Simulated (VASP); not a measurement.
VASP ran on this input.

POSCAR:
```
CdI2
1
    4.3625860000     0.0000000000     0.0000000000
   -2.1812930000     3.7781100000     0.0000000000
    0.0000000000     0.0000000000    22.2232270000
Cd I
3 6
Direct
  0.6666670000   0.3333330000   0.3331200000
  0.3333330000   0.6666670000   0.6668800000
  0.0000000000   0.0000000000   0.0000000000
  0.3333330000   0.6666670000   0.0788700000
  0.6666670000   0.3333330000   0.9211300000
  0.3333330000   0.6666670000   0.4117000000
  0.6666670000   0.3333330000   0.5883000000
  0.0000000000   0.0000000000   0.2544000000
  0.0000000000   0.0000000000   0.7456000000
```

**INCAR**
```
! general
SYSTEM =CdI2
PREC   =Accurate
ENCUT  =300
LREAL  =.False.
LASPH  =.True.

! electronic loop
EDIFF  =1E-6
NELM   =100
ALGO   =Normal
LMAXMIX=4

! smearing
ISMEAR =0
SIGMA  =0.01

! functional
GGA    =RE

! ions
ISIF   =2

! output
LWAVE  =.False.
LCHARG =.False.
```

KPOINTS:
```
kpoints
0
G
6 6 1
0 0 0
```

POTCAR, in this order: Cd I (PBE.64 set). Program: vasp_std.

Task: Translate this revPBE calculation to Ansatz.

Result: One equivalent input (not run):
Ansatz 0.2 input:
```yaml
crystal:
  lattice:
    - [4.3625860, 0.0000000, 0.0000000]
    - [-2.1812930, 3.7781100, 0.0000000]
    - [0.0000000, 0.0000000, 22.2232270]
  atoms:
    - { symbol: Cd, position: [0.6666670, 0.3333330, 0.3331200] }
    - { symbol: Cd, position: [0.3333330, 0.6666670, 0.6668800] }
    - { symbol: Cd, position: [0.0000000, 0.0000000, 0.0000000] }
    - { symbol: I, position: [0.3333330, 0.6666670, 0.0788700] }
    - { symbol: I, position: [0.6666670, 0.3333330, 0.9211300] }
    - { symbol: I, position: [0.3333330, 0.6666670, 0.4117000] }
    - { symbol: I, position: [0.6666670, 0.3333330, 0.5883000] }
    - { symbol: I, position: [0.0000000, 0.0000000, 0.2544000] }
    - { symbol: I, position: [0.0000000, 0.0000000, 0.7456000] }
kpoints:
  mp_grid: { grid: [6, 6, 1] }
hamiltonian:
  xc: revpbe
  pseudopotentials: { kind: paw }
scf:
  occupations: { method: gaussian, width: 0.01 }
  max_iter: 100
output: { forces: true, stress: true, eigenvalues: true }
```
Limits of the translation: each code has its own PAW files, so the cut-off isn't converted (ENCUT is set for VASP's; basis.ecutwfc is left out, and Ansatz then takes the one that its files recommend); Ansatz stops its SCF on the density residual and VASP on the energy change (EDIFF).

The structure comes from a computed database's CdI2 entry; how it stands against other phases isn't given here. The cell was not relaxed at this level, and its volume differs by +9.3 % from the start's.
